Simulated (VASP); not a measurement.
Computed with PBEsol GGA, VASP's PBE PAW potentials (set 64) (plane waves; VASP).

The input files of a VASP run:

### POSCAR
```
CuZn
1
    2.9127678091     0.0000000000     0.0000000000
    0.0000000000     2.9127678091     0.0000000000
    0.0000000000     0.0000000000     2.9127678091
Zn Cu
1 1
Direct
  0.5000000000   0.5000000000   0.5000000000
  0.0000000000   0.0000000000   0.0000000000
```

KPOINTS:
```
Automatic mesh
0
Gamma
12 12 12
0 0 0
```

INCAR:
```
! general
SYSTEM  = CuZn
PREC    = Accurate
ENCUT   = 500
LREAL   = F
LASPH   = T

! electronic loop
EDIFF   = 1E-6
NELM    = 100
ALGO    = Normal
LMAXMIX = 4

! smearing
ISMEAR  = 1
SIGMA   = 0.1

! functional
GGA     = PS

! ions
IBRION  = 2
NSW     = 40
ISIF    = 3
EDIFFG  = -0.02
PSTRESS = 50

! output
LWAVE   = F
LCHARG  = F
```

POTCAR, in this order: Zn Cu (PBE.64 set). Program: vasp_std.

Energy and stress use the plane-wave basis of the starting cell.

**Question.** Predict the energy per atom (σ→0), volume per atom, band gap (on the k-mesh).

**Answer.** 
| Item | Result |
|---|---|
| energy per atom (σ→0) | -3.039 eV/atom |
| band gap (on the k-mesh) | none (metal, semimetal or under 0.01 eV) |
| volume per atom | 11.96 Å^3/atom |

**OSZICAR**
```
...
DAV:   2    -0.614043954901E+01    0.13690E+00   -0.13805E+00  2542   0.315E+01    0.149E+00
DAV:   3    -0.609053919102E+01    0.49900E-01   -0.35138E-01  2624   0.187E+01    0.973E-01
DAV:   4    -0.608047326481E+01    0.10066E-01   -0.22068E-02  3333   0.480E+00    0.369E-01
DAV:   5    -0.607778768713E+01    0.26856E-02   -0.21898E-03  4046   0.862E-01    0.295E-02
DAV:   6    -0.607777994496E+01    0.77422E-05   -0.15188E-04  3513   0.284E-01    0.995E-03
DAV:   7    -0.607778471008E+01   -0.47651E-05   -0.35194E-06  2854   0.463E-02    0.131E-03
DAV:   8    -0.607778513735E+01   -0.42726E-06   -0.13233E-06  1625   0.193E-02
   3 F= -.53311165E+01 E0= -.53311104E+01  d E =-.122444E-01
```

The compound is CuZn in the CsCl type structure. This run relaxes it under an external pressure of 5 GPa. Symmetry was kept, so distortions that lower it aren't found. The electron count is odd and the run is not spin-polarised, which forces a metal.
